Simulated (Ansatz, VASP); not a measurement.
# GaAs: VASP beside Ansatz

One calculation is typed for both programs; each brings its own data sets. How far apart do they land? The cell is taken from a series of runs on this material, whose earlier steps may have relaxed, scaled, displaced or heated it; both programs get it as it stands.

Calculated with Ansatz 0.2.0; plane waves, with VASP 6.6.1 beside it; single point at LDA.

## Step 1: The structure

The structure is cubic, space group F-43m (No. 216). Conventional cell: a = 5.450 Å, b = 5.450 Å, c = 5.450 Å, α = 90.00°, β = 90.00°, γ = 90.00°. Ga has 4 As at 2.36 Å nearest. As has 4 Ga at 2.36 Å nearest. Farther neighbours are not listed.

## Step 2: Ansatz: single point, LDA, pair 1

Ansatz runs on its PAW soft_1 files.

With cell and atoms fixed, the geometry can't cause a difference; cores, projectors, grids and the points listed under the comparison can.

input.yaml reads:

```yaml
crystal:
  lattice:
    - [0.0, 2.7247688567, 2.7247688567]
    - [2.7247688567, 0.0, 2.7247688567]
    - [2.7247688567, 2.7247688567, 0.0]
  atoms:
    - { symbol: Ga, position: [0.0, 0.0, 0.0] }
    - { symbol: As, position: [0.75, 0.75, 0.75] }
kpoints:
  mp_grid: { grid: [12, 12, 12] }
hamiltonian:
  xc: lda
  pseudopotentials: { kind: paw, azcp: { folder: soft_1 }, xc_functional: pbe }
scf:
  occupations: { method: gaussian, width: 0.02 }
output:
  forces: true
  stress: true
  eigenvalues: true
```

The run is started by

```
$ ansatz run input.yaml --threads 4 --pin off --max-ram 10240MiB --backend cpu --events-out ev --progress --plain --runs-dir out
```

Numbers of over 12 decimals in the logs are rounded to 6 here.

The log of the run:

```text
Engine: ansatz 0.2.0, aarch64-unknown-linux-gnu
Pseudopotentials: kind: paw
Pseudopotential: Ga, paw, valence charge 13, recommended cutoff 420 eV (normal), soft_1/Ga.paw.azcp
Pseudopotential: As, paw, valence charge 15, recommended cutoff 420 eV (normal), soft_1/As.paw.azcp
Functional definition: SPW92
  exchange = slater_x
  correlation = pw_c
Crystal: 2 atoms, lattice volume = 40.459 Å³
Basis set: ecut = 420 eV, 749 PW (Γ)
Bands: 18, of which v1, the nominal top of the filled ones, is band 14 counted from 1 (13 counted from 0)
Symmetry: 24 space group operations
Space group: F-43m (ITA 216), of the structure as read, at distance tolerance 3.4e-5 Å
k-points: 72 of 1728 (time reversal used)
Non-local potential: Ga, projectors of the file, l = 0: 2, l = 1: 2, l = 2: 3, l = 3: 1
Non-local potential: As, projectors of the file, l = 0: 2, l = 1: 2, l = 2: 3, l = 3: 1
PAW form: soft (Blöchl's): semilocal exchange-correlation on the pseudo side does not see the compensation charge
PAW frozen core: Ga, regenerated for the run's functional, and the local potential with it (the file was generated under x = pbe(κ = 0.804, μ = 0.219515), c = pbe(β = 0.066725))
PAW frozen core: As, regenerated for the run's functional, and the local potential with it (the file was generated under x = pbe(κ = 0.804, μ = 0.219515), c = pbe(β = 0.066725))
PAW one-centre angular grid: Ga, 590 points (default); XC on 64 Gauss nodes
PAW one-centre angular grid: As, 590 points (default); XC on 64 Gauss nodes
Initial density: superposition of atomic densities (chi_scale 0.1, normalization cell, long waves kept (reshape's long-wave potential 0.00 eV rms))
Initial wavefunctions: pseudopotential atomic-orbital guess
Functional: x = slater, c = lda
SCF iter   1: F=—  HF=-8481.396842 eV  |F-HF|=—  |Δ(HF+E_count)|=         —  Δρ=4.53e-2  dr2=5.43e-1  ethr=3.10e-3  ⟨swp⟩=5.9  Hψ=6531  notcnv=0
preconditioner: auto → none  [insulator: Δε(μ)=1.226 eV  Ē_g=16.299 eV  σ=0.020 eV  W_gap=1.00  n_scr=14 (ndim 8)  ℏωp=24.8 eV  f_vac=0.000  D(μ)=0.00/eV (n_scr^D=0)  ε∞_Penn≈3.3]
SCF iter   2: F=—  HF=-8481.255008 eV  |F-HF|=—  |Δ(HF+E_count)|=   1.42e-1  Δρ=1.92e-2  dr2=8.59e-2  ethr=1.94e-3  ⟨swp⟩=2.0  Hψ=2160  notcnv=0
SCF iter   3: F=—  HF=-8481.233407 eV  |F-HF|=—  |Δ(HF+E_count)|=   2.16e-2  Δρ=4.57e-3  dr2=3.30e-3  ethr=3.07e-4  ⟨swp⟩=2.5  Hψ=2297  notcnv=0
SCF iter   4: F=—  HF=-8481.230715 eV  |F-HF|=—  |Δ(HF+E_count)|=   2.69e-3  Δρ=8.61e-4  dr2=1.54e-4  ethr=1.18e-5  ⟨swp⟩=2.0  Hψ=2587  notcnv=0
SCF iter   5: F=—  HF=-8481.230716 eV  |F-HF|=—  |Δ(HF+E_count)|=   9.15e-7  Δρ=2.84e-4  dr2=2.62e-5  ethr=5.51e-7  ⟨swp⟩=2.0  Hψ=2339  notcnv=0
SCF iter   6: F=—  HF=-8481.230708 eV  |F-HF|=—  |Δ(HF+E_count)|=   8.60e-6  Δρ=5.96e-5  dr2=7.62e-7  ethr=9.36e-8  ⟨swp⟩=2.0  Hψ=2304  notcnv=0
SCF iter   7: F=-8481.230708 eV  HF=-8481.230708 eV  |F-HF|=1.87e-8  |Δ(HF+E_count)|=   1.37e-7  Δρ=1.36e-5  dr2=3.52e-8  ethr=3.57e-10  ⟨swp⟩=6.7  Hψ=6540  notcnv=0
SCF 1 converged in 7 iterations: F = -8481.230708 eV  dr2 = 3.52e-8
  greatest PAW one-centre occupation: 0.999 electrons in one spin orbital (limit 2), on the As atom at site 1 (counted from 0), in its partial waves of l = 2
SCF converged after 7 iterations
Free energy (F): -8481.230708 eV
Harris-Foulkes:  -8481.230708 eV  (|F-HF|=1.87e-8)
Internal energy: -8481.230708 eV  (E = F + TS)
E sigma→0 (E₀):  -8481.230708 eV
Fermi energy:    9.731419 eV
--- Per-component energies (eV) ---
  E_band       = -294.594041
  E_kinetic    = 213.918579
  E_local      = -3504.114331  (includes V_loc(G=0)·N_el)
  E_nonlocal   = -480.704218
  E_hartree    = 2068.661851
  E_xc         = -135.252450
  E_vxc        = -132.940456  (∫ρ·V_xc dr)
  E_paw        = -3847.710294  (= ΣΔE_a)
  E_vpaw       = -528.067867  (= ΣTr[D̂ρ^β])
  E_aug_tail   = -0.000233  (compensation charges beyond the density's cutoff)
  E_ewald      = -2799.833323
  E_core_change = 3.803710  (= ΣΔE_core)
  E_smearing   = -0.000000  (= −TS)
  E_closure    = 0.000000  (closes the sum)
  Σ components = -8481.230708   (vs F -8481.230708, Δ=0.00e0)
--- Forces (eV/Å), atoms counted from 1 ---
  atom   1  Ga     0.00000000    -0.00000000    -0.00000000
  atom   2  As     0.00000000    -0.00000000    -0.00000000
  max |Σ_I F_I| component: 3.24e-17 eV/Å
--- Stress (GPa, compression-positive) ---
        7.513327      -0.000000      -0.000000
        0.000000       7.513327       0.000000
       -0.000000       0.000000       7.513327
  P = ⅓ Tr σ = 7.5133 GPa (75.133 kbar)
--- Band table (eV; the first three rows and the last of 72) ---
  k-point 0: bands = [... 10 lower, -4.4629, 9.1667, 9.1667, 9.1667, 10.3080, 12.8767, 12.8767, 12.8767]
  k-point 1: bands = [... 10 lower, -4.3660, 7.9914, 9.0297, 9.0297, 11.0002, 13.0730, 13.0730, 13.1028]
  k-point 2: bands = [... 10 lower, -4.0852, 6.3294, 8.7144, 8.7144, 11.1136, 13.5005, 13.5005, 14.1277]
  k-point 71: bands = [... 10 lower, -1.3689, 1.9860, 5.0600, 5.2496, 13.8639, 14.2216, 14.8277, 15.1711]
```

In the SCF lines HF is the Harris–Foulkes energy and dr2 the Hartree energy of the density residual, in eV; the loop may stop once dr2 is under the threshold and the program's other checks hold. Hψ counts applications of the Hamiltonian.

The run ends at a pressure of 7.51 GPa.

## Step 3: VASP: single point, LDA, pair 1

The same cell, functional (in two slightly different forms), mesh and smearing now go to VASP, with its own data sets.

Lines of VASP's logs that name or quote its potential files are left out, and so is its time.

INCAR reads:

```
SYSTEM = GaAs
PREC = Accurate
ENCUT = 500
EDIFF = 1E-06
NELM = 120
ISMEAR = 0
SIGMA = 0.02
LREAL = .FALSE.
ALGO = Normal
GGA = PW92
NBANDS = 15
LORBIT = 11
LWAVE = .FALSE.
LCHARG = .FALSE.
ISIF = 2
LASPH = .TRUE.
GGA_COMPAT = .FALSE.
EFERMI = MIDGAP
```

POSCAR reads:

```
GaAs
1.0
    0.0000000000      2.7247688567      2.7247688567
    2.7247688567      0.0000000000      2.7247688567
    2.7247688567      2.7247688567      0.0000000000
Ga As
1 1
Direct
    0.0000000000      0.0000000000      0.0000000000
    0.7500000000      0.7500000000      0.7500000000
```

KPOINTS reads:

```
Automatic mesh
0
Gamma
12 12 12
0 0 0
```

Potentials, in the order of the species: Ga_d and As (LDA family, release 64).

The run is started by

```
$ mpirun -np 1 vasp_std
```

The log of the run:

```text
[banner, memory and clock lines left out]
running    1 mpi-ranks, on    1 nodes
 distrk:  each k-point on    1 cores,    1 groups
 distr:  one band on    1 cores,    1 groups

 POSCAR found type information on POSCAR GaAs
 POSCAR found :  2 types and       2 ions
|                                                                             |
|               ----> ADVICE to this user running VASP <----                  |
|                                                                             |
|     You enforced a specific xc type in the INCAR file but a different       |
|     [... a line on the potential file left out ...]
|     I HOPE YOU KNOW WHAT YOU ARE DOING!                                     |
|                                                                             |

 LDA part: xc-table for (Slater(with rela. corr.)+PW92), standard interpolation
 POSCAR, INCAR and KPOINTS ok, starting setup
 FFT: planning ... GRIDC
 FFT: planning ... GRID_SOFT
 FFT: planning ... GRID
 WAVECAR not read
 entering main loop
       N       E                     dE             d eps       ncg     rms          rms(c)
DAV:   1     0.815284307639E+02    0.81528E+02   -0.89722E+03  2248   0.169E+03
DAV:   2    -0.363220800964E+01   -0.85161E+02   -0.81436E+02  2440   0.315E+02
DAV:   3    -0.973201700457E+01   -0.60998E+01   -0.60783E+01  2664   0.683E+01
DAV:   4    -0.982083056140E+01   -0.88814E-01   -0.88799E-01  2615   0.909E+00
DAV:   5    -0.982201891519E+01   -0.11884E-02   -0.11883E-02  2790   0.935E-01    0.339E+00
DAV:   6    -0.960786595616E+01    0.21415E+00   -0.23830E-01  3387   0.973E+00    0.201E+00
DAV:   7    -0.955570015927E+01    0.52166E-01   -0.83240E-02  2991   0.238E+00    0.538E-01
DAV:   8    -0.955275565511E+01    0.29445E-02   -0.10328E-02  2657   0.120E+00    0.147E-01
DAV:   9    -0.955269424677E+01    0.61408E-04   -0.78080E-04  2716   0.320E-01    0.391E-02
DAV:  10    -0.955269469515E+01   -0.44838E-06   -0.50542E-05  3362   0.973E-02    0.203E-02
DAV:  11    -0.955269901923E+01   -0.43241E-05   -0.76063E-06  2524   0.421E-02    0.356E-03
DAV:  12    -0.955269887440E+01    0.14483E-06   -0.52544E-07  1682   0.121E-02
   1 F= -.95526989E+01 E0= -.95526989E+01  d E =0.000000E+00
```

From OUTCAR (step 3):

```text
ion  position               nearest neighbor table
   1  0.000  0.000  0.000-   2 2.36   2 2.36   2 2.36   2 2.36
   2  0.750  0.750  0.750-   1 2.36   1 2.36   1 2.36   1 2.36

  LATTYP: Found a face centered cubic cell.
 ALAT       =     5.4495377134

 Subroutine GETGRP returns: Found 24 space group operations
 (whereof 24 operations were pure point group operations)

The static configuration has the point symmetry T_d .

 Found     72 irreducible k-points:

   k-points           NKPTS =     72   k-points in BZ     NKDIM =     72   number of bands    NBANDS=     15

   dimension x,y,z NGX =    28 NGY =   28 NGZ =   28
   dimension x,y,z NGXF=    56 NGYF=   56 NGZF=   56

   ENCUT  =  500.0 eV  36.75 Ry    6.06 a.u.   7.03  7.03  7.03*2*pi/ulx,y,z

   NELECT =      18.0000    total number of electrons

 k-points in reciprocal lattice and weights: Automatic mesh
   0.00000000  0.00000000  0.00000000       0.001
   0.08333333  0.00000000  0.00000000       0.005
   0.16666667  0.00000000  0.00000000       0.005
   0.25000000  0.00000000  0.00000000       0.005
   0.33333333  0.00000000  0.00000000       0.005
   0.41666667  0.00000000  0.00000000       0.005
   0.50000000  0.00000000  0.00000000       0.002
   0.08333333  0.08333333  0.00000000       0.003
   0.16666667  0.08333333  0.00000000       0.014
[...]
-0.33333333  0.50000000  0.16666667       0.007
  -0.25000000  0.50000000  0.25000000       0.003

 average (electrostatic) potential at core
       1 -66.6054       2 -52.7959

 E-fermi :   5.4848

 k-point     1 :       0.0000    0.0000    0.0000
  band No.  band energies     occupation
    ...
      5     -10.1446      2.00000
      6      -8.6907      2.00000
      7       4.9248      2.00000
      8       4.9248      2.00000
      9       4.9248      2.00000
     10       6.1139      0.00000
     11       8.6173      0.00000
     12       8.6173      0.00000
     13       8.6173      0.00000
     14      12.6319      0.00000
    ...

 k-point     2 :       0.0833    0.0000    0.0000
  band No.  band energies     occupation
    ...
      5     -10.1448      2.00000
      6      -8.5940      2.00000
      7       3.7585      2.00000
      8       4.7871      2.00000
      9       4.7872      2.00000
     10       6.7912      0.00000
     11       8.8142      0.00000
     12       8.8142      0.00000
     13       8.8503      0.00000
     14      13.1473      0.00000
    ...

 k-point     3 :       0.1667    0.0000    0.0000
  band No.  band energies     occupation
    ...
      5     -10.1450      2.00000
      6      -8.3136      2.00000
      7       2.0945      2.00000
      8       4.4707      2.00000
      9       4.4707      2.00000
     10       6.8911      0.00000
     11       9.2422      0.00000
     12       9.2422      0.00000
     13       9.8906      0.00000
     14      14.0444      0.00000
    ...

  Total        1.9978917      1.9978917      1.9978917     -0.0000000     -0.0000000     -0.0000000
  in kB       79.1158568     79.1158568     79.1158568     -0.0000000     -0.0000000     -0.0000000
  external PRESSURE =      79.1158568 kB  Pullay stress =       0.0000000 kB

  energy-cutoff  :      500.00
  volume of cell :       40.46
      direct lattice vectors                 reciprocal lattice vectors
     0.000000000  2.724768857  2.724768857    -0.183501804  0.183501804  0.183501804
     2.724768857  0.000000000  2.724768857     0.183501804 -0.183501804  0.183501804
     2.724768857  2.724768857  0.000000000     0.183501804  0.183501804 -0.183501804

 POSITION                                       TOTAL-FORCE (eV/Angst)
 -----------------------------------------------------------------------------------
      0.00000      0.00000      0.00000         0.000000      0.000000      0.000000
      4.08715      4.08715      4.08715        -0.000000     -0.000000     -0.000000
 -----------------------------------------------------------------------------------
    total drift:                               -0.000001     -0.000001     -0.000001

  FREE ENERGIE OF THE ION-ELECTRON SYSTEM (eV)
  ---------------------------------------------------
  free  energy   TOTEN  =        -9.5526988744 eV

  energy  without entropy=       -9.5526988744  energy(sigma->0) =       -9.55269887

 total charge
# of ion       s       p       d       tot
------------------------------------------
    1        0.899   0.925  10.016  11.840
    2        1.210   1.681   0.040   2.931
--------------------------------------------------
tot          2.109   2.605  10.056  14.771

[... 3 further parts left out ...]
```

The run ends at a pressure of 7.91 GPa.

## Step 4: Comparison

Known differences besides the potentials themselves: the data sets hold 28 valence electrons in Ansatz (on its PAW soft_1 files) and 18 in VASP; the cutoff is 420 eV in Ansatz and 500 eV in VASP; VASP's log shows a relativistic correction to its local exchange, Ansatz's none. Total energies have different zeros and are not compared.

Both answers:

```
              quantity  Ansatz   VASP  difference
        pressure (GPa)    7.51   7.91       -0.40
gap on the k mesh (eV)   1.130  1.120      +0.010
```

A gap on the mesh is an upper bound, since the band edges may lie between its points.

## Step 5: Ansatz: single point, LDA, pair 2

With cell and atoms fixed, the geometry can't cause a difference; cores, projectors, grids and the points listed under the comparison can. The cell compared in this pair holds 39.58 Å³, against 40.46 Å³ for the pair before.

The cell is taken from a series of runs on this material, whose earlier steps may have relaxed, scaled, displaced or heated it; both programs get it as it stands.

input.yaml, the sections that differ from step 2:

```yaml
crystal:
  lattice:
    - [0.0, 2.7048793238, 2.7048793238]
    - [2.7048793238, 0.0, 2.7048793238]
    - [2.7048793238, 2.7048793238, 0.0]
  atoms:
    - { symbol: Ga, position: [0.0, 0.0, 0.0] }
    - { symbol: As, position: [0.75, 0.75, 0.75] }
# kpoints, hamiltonian, scf, output: as in step 2
```

The run is started by

```
$ ansatz run input.yaml --threads 4 --pin off --max-ram 10240MiB --backend cpu --events-out ev --progress --plain --runs-dir out
```

The log of the run:

```text
[...]
Crystal: 2 atoms, lattice volume = 39.580 Å³
Basis set: ecut = 420 eV, 749 PW (Γ)
Bands: 18, of which v1, the nominal top of the filled ones, is band 14 counted from 1 (13 counted from 0)
Symmetry: 24 space group operations
[...]
k-points: 72 of 1728 (time reversal used)
[...]
--- Band table (eV; the first three rows and the last of 72) ---
  k-point 0: bands = [... 10 lower, -4.3140, 9.4995, 9.4995, 9.4995, 10.8175, 13.2101, 13.2102, 13.2102]
  k-point 1: bands = [... 10 lower, -4.2133, 8.3359, 9.3575, 9.3575, 11.4695, 13.4125, 13.4125, 13.4605]
  k-point 2: bands = [... 10 lower, -3.9229, 6.6421, 9.0318, 9.0318, 11.5382, 13.8506, 13.8506, 14.5480]
  k-point 71: bands = [... 10 lower, -1.1017, 2.2115, 5.2740, 5.4627, 14.2060, 14.6564, 15.2304, 15.5103]
[key lines of the parts left out:]
SCF converged after 7 iterations
Free energy (F): -8481.182812 eV
Fermi energy:    10.042347 eV
P = ⅓ Tr σ = 9.9814 GPa (99.814 kbar)
```

The run ends at a pressure of 9.98 GPa.

## Step 6: VASP: single point, LDA, pair 2

The same cell, functional (in two slightly different forms), mesh and smearing now go to VASP, with its own data sets.

INCAR is that of step 3.

POSCAR reads:

```
GaAs
1.0
    0.0000000000      2.7048793238      2.7048793238
    2.7048793238      0.0000000000      2.7048793238
    2.7048793238      2.7048793238      0.0000000000
Ga As
1 1
Direct
    0.0000000000      0.0000000000      0.0000000000
    0.7500000000      0.7500000000      0.7500000000
```

KPOINTS is that of step 3.

The run is started by

```
$ mpirun -np 1 vasp_std
```

The log of the run:

```text
[banner, memory and clock lines left out]
running    1 mpi-ranks, on    1 nodes
[...]
[... a notice as in an earlier step ...]

 LDA part: xc-table for (Slater(with rela. corr.)+PW92), standard interpolation
 POSCAR, INCAR and KPOINTS ok, starting setup
[...]
entering main loop
       N       E                     dE             d eps       ncg     rms          rms(c)
DAV:   1     0.813186582879E+02    0.81319E+02   -0.89703E+03  2200   0.168E+03
DAV:   2    -0.357432977900E+01   -0.84893E+02   -0.81281E+02  2377   0.313E+02
DAV:   3    -0.969166972881E+01   -0.61173E+01   -0.60958E+01  2692   0.683E+01
DAV:   4    -0.978047814012E+01   -0.88808E-01   -0.88793E-01  2485   0.911E+00
[...]
DAV:  10    -0.950242479989E+01    0.10544E-05   -0.53206E-05  3324   0.105E-01    0.198E-02
DAV:  11    -0.950242902215E+01   -0.42223E-05   -0.80462E-06  2546   0.428E-02    0.391E-03
DAV:  12    -0.950242886598E+01    0.15618E-06   -0.56541E-07  1780   0.126E-02
   1 F= -.95024289E+01 E0= -.95024289E+01  d E =0.000000E+00
```

OUTCAR, selected parts (step 6):

```text
  Total        2.5749531      2.5749531      2.5749531      0.0000000      0.0000000      0.0000000
  in kB      104.2332362    104.2332362    104.2332362      0.0000000      0.0000000      0.0000000
  external PRESSURE =     104.2332362 kB  Pullay stress =       0.0000000 kB

 POSITION                                       TOTAL-FORCE (eV/Angst)
 -----------------------------------------------------------------------------------
      0.00000      0.00000      0.00000        -0.000000     -0.000000     -0.000000
      4.05732      4.05732      4.05732         0.000000      0.000000      0.000000
 -----------------------------------------------------------------------------------
    total drift:                               -0.000001     -0.000001     -0.000001

  FREE ENERGIE OF THE ION-ELECTRON SYSTEM (eV)
  ---------------------------------------------------
  free  energy   TOTEN  =        -9.5024288660 eV

  energy  without entropy=       -9.5024288660  energy(sigma->0) =       -9.50242887

[... 1 part as in an earlier step ...]

[... 2 further parts left out ...]
[key lines of the parts left out:]
E-fermi :   5.7032
```

The run ends at a pressure of 10.42 GPa.

(Part 1 of 2 ends here.)

[Lines on the potential files, build, host, timing and source positions are cut from VASP's logs without a mark.]

[Logs are printed without paths, hosts, clocks, repeated set-up lines and the standing remarks that a program may print on its own settings, such as how far it seeks lower states.]

[Hosts, paths, dates, database ids (printed as entryN), source tags and the programs' standing remarks are cut or masked in the printed files.]
